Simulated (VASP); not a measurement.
Given:

```
BP
1.0
    0.00000     2.26599     2.26599
    2.26599     0.00000     2.26599
    2.26599     2.26599     0.00000
B P
1 1
Direct
  0.04413   0.95587   0.04413
  0.25000   0.25000   0.25000
```

Method: r2SCAN meta-GGA, VASP's PBE PAW potentials (set 64) (plane waves; VASP). Run with 600 eV cut-off, 10×10×10 Γ-centred mesh, Gaussian smearing of 0.050 eV, potentials B P.

Which forces act on the atoms, in eV/Å?

```tsv
atom	Fx	Fy	Fz
B1	0.000	-3.730	0.000
P2	0.000	3.730	0.000
```

Give the stress tensor in GPa (positive for a compressed cell).

```
 5.11   0.00  10.18
 0.00   0.41   0.00
10.18   0.00   5.11
```
The pressure is its mean diagonal, 3.54 GPa.

The compound is BP in the zinc blende structure. This cell was strained or had an atom moved on purpose.
